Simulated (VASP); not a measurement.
Method: optB86b-vdW, VASP's PBE PAW potentials (set 64) (plane waves; VASP 6.6.1).

The input files of a VASP run:

### KPOINTS
```
Automatic
0
gamma
 13 13 9
```

File POSCAR:
```
TiAl
1.0
  2.7547666904   0.0000000000   0.0000000000
  0.0000000000   2.7547666904   0.0000000000
  0.0000000000   0.0000000000   3.9637898279
Ti Al
1 1
direct
  0.0000000000   0.0000000000   0.0000000000
  0.5000000000   0.5000000000   0.5000000000
```

INCAR:
```
SYSTEM = TiAl
PREC = Accurate
ENCUT = 520
EDIFF = 1E-7
NELM = 100
ALGO = Normal
LREAL = .FALSE.
LASPH = .TRUE.
ISMEAR = 1
SIGMA = 0.1
GGA = MK
PARAM1 = 0.1234
PARAM2 = 1.0
LUSE_VDW = .TRUE.
AGGAC = 0.0
LMAXMIX = 4
LWAVE = .FALSE.
LCHARG = .FALSE.
ISIF = 4
IBRION = 2
NSW = 30
EDIFFG = -0.01
```

POTCAR, in this order: Ti_sv Al (PBE.64 set). Program: vasp_std.

What VASP printed:

**OSZICAR**
```
       N       E                     dE             d eps       ncg     rms          rms(c)
DAV:   1     0.956280920679E+02    0.95628E+02   -0.74633E+03  3080   0.140E+03
DAV:   2    -0.388686240313E+01   -0.99515E+02   -0.96650E+02  3122   0.340E+02
DAV:   3    -0.953147753663E+01   -0.56446E+01   -0.53863E+01  4696   0.788E+01
DAV:   4    -0.975486476686E+01   -0.22339E+00   -0.21676E+00  3930   0.132E+01
DAV:   5    -0.976517620342E+01   -0.10311E-01   -0.10309E-01  4438   0.252E+00    0.104E+01
DAV:   6    -0.845402317385E+01    0.13112E+01   -0.11103E+01  3796   0.376E+01    0.338E+00
DAV:   7    -0.833265351359E+01    0.12137E+00   -0.99305E-01  3522   0.110E+01    0.213E+00
DAV:   8    -0.832646742722E+01    0.61861E-02   -0.13022E-01  3450   0.417E+00    0.475E-01
DAV:   9    -0.832560602287E+01    0.86140E-03   -0.23548E-02  3695   0.210E+00    0.224E-01
DAV:  10    -0.832577994239E+01   -0.17392E-03   -0.16170E-03  3837   0.470E-01    0.519E-02
DAV:  11    -0.832577203538E+01    0.79070E-05   -0.36017E-04  4167   0.217E-01    0.435E-02
DAV:  12    -0.832577256268E+01   -0.52731E-06   -0.26227E-05  3469   0.569E-02    0.953E-03
DAV:  13    -0.832577216926E+01    0.39343E-06   -0.61568E-07  3871   0.893E-03    0.655E-03
DAV:  14    -0.832577230108E+01   -0.13182E-06   -0.70577E-07  3411   0.116E-02    0.436E-04
DAV:  15    -0.832577229847E+01    0.26114E-08   -0.29796E-08  1753   0.187E-03
   1 F= -.83257723E+01 E0= -.83255227E+01  d E =-.832577E+01
       N       E                     dE             d eps       ncg     rms          rms(c)
DAV:   1    -0.832582194227E+01   -0.49641E-04   -0.17125E-03  3203   0.697E-01    0.424E-02
DAV:   2    -0.832579402510E+01    0.27917E-04   -0.89805E-05  3177   0.105E-01    0.207E-02
DAV:   3    -0.832578676010E+01    0.72650E-05   -0.12645E-05  3633   0.486E-02    0.751E-03
DAV:   4    -0.832578594990E+01    0.81020E-06   -0.22016E-06  3675   0.171E-02    0.193E-03
DAV:   5    -0.832578589096E+01    0.58945E-07   -0.26643E-07  3264   0.597E-03
   2 F= -.83257859E+01 E0= -.83255282E+01  d E =-.135925E-04
```

**OUTCAR**
```
------------------------ aborting loop because EDIFF is reached ----------------------------------------
  FORCE on cell =-STRESS in cart. coord.  units (eV):
  Direction    XX          YY          ZZ          XY          YZ          ZX
  --------------------------------------------------------------------------------------
  Total        1.5120531      1.5120531      1.5344537      0.0000000     -0.0000000      0.0000000
  in kB       80.5373536     80.5373536     81.7304919      0.0000000     -0.0000000      0.0000000
  external PRESSURE =      80.9350664 kB  Pullay stress =       0.0000000 kB
  volume of cell :       30.08
      direct lattice vectors                 reciprocal lattice vectors
     2.754058046  0.000000000  0.000000000     0.363100553  0.000000000  0.000000000
     0.000000000  2.754058046  0.000000000     0.000000000  0.363100553  0.000000000
     0.000000000 -0.000000000  3.965829929     0.000000000 -0.000000000  0.252154030
 POSITION                                       TOTAL-FORCE (eV/Angst)
 -----------------------------------------------------------------------------------
      0.00000      0.00000      0.00000         0.000000      0.000000      0.000000
      1.37703      1.37703      1.98291         0.000000     -0.000000      0.000000
 -----------------------------------------------------------------------------------
    total drift:                               -0.000000      0.000000     -0.000000
  FREE ENERGIE OF THE ION-ELECTRON SYSTEM (eV)
  ---------------------------------------------------
  free  energy   TOTEN  =        -8.3257858910 eV

  energy  without entropy=       -8.3250129528  energy(sigma->0) =       -8.32552824

 reached required accuracy - stopping structural energy minimisation
```
(Selected blocks of OUTCAR.)

**CONTCAR**
```
TiAl
   1.00000000000000
     2.7540580461623305    0.0000000000000000    0.0000000000000000
     0.0000000000000000    2.7540580461623305    0.0000000000000000
     0.0000000000000000   -0.0000000000000000    3.9658299288374059
  Ti              Al
     1     1
Direct
     0.0000000000000000    0.0000000000000000    0.0000000000000000
     0.5000000000000000    0.5000000000000000    0.5000000000000000
```

### OUTCAR
```
 val. band max:        9.0256676481   @ k =   0.1538   0.0000   0.2222

 cond. band min:       9.0324920368   @ k =   0.3846   0.3077   0.2222


 Fermi energy:         9.0312910650

 k-point     1 :       0.0000    0.0000    0.0000
  band No.  band energies     occupation
      1     -47.2455      2.00000
      2     -23.7638      2.00000
      3     -23.2564      2.00000
      4     -23.2564      2.00000
      5      -0.2783      2.00000
      6       7.0645      2.00000
      7       8.0780      2.00000
      8       8.8226      2.01195
      9      11.3794      0.00000
     10      11.3794      0.00000
     11      12.6466      0.00000

 k-point     2 :       0.0769    0.0000    0.0000
  band No.  band energies     occupation
      1     -47.2410      2.00000
      2     -23.7595      2.00000
      3     -23.2922      2.00000
      4     -23.2533      2.00000
      5      -0.1552      2.00000
      6       7.1657      2.00000
      7       8.1302      2.00000
      8       8.6920      2.00002
      9      11.4012      0.00000
     10      11.5293      0.00000
     11      12.5190      0.00000

 k-point     3 :       0.1538    0.0000    0.0000
  band No.  band energies     occupation
      1     -47.2285      2.00000
      2     -23.7475      2.00000
      3     -23.3906      2.00000
      4     -23.2448      2.00000
      5       0.2096      2.00000
      6       7.4365      2.00000
      7       8.2390      2.00000
      8       8.3734      2.00000
      9      11.4625      0.00000
     10      11.9222      0.00000
     11      12.1921      0.00000

 k-point     4 :       0.2308    0.0000    0.0000
  band No.  band energies     occupation
      1     -47.2108      2.00000
      2     -23.7305      2.00000
      3     -23.5275      2.00000
      4     -23.2328      2.00000
      5       0.8041      2.00000
      6       7.7738      2.00000
      7       7.9897      2.00000
      8       8.2144      2.00000
      9      11.5505      0.00000
...
```

The compound is TiAl in the L1_0 structure. This cell is one point of a volume scan, at 0.94 of the reference volume. Symmetry was kept, so distortions that lower it aren't found. The electron count is odd and the run is not spin-polarised, which forces a metal.
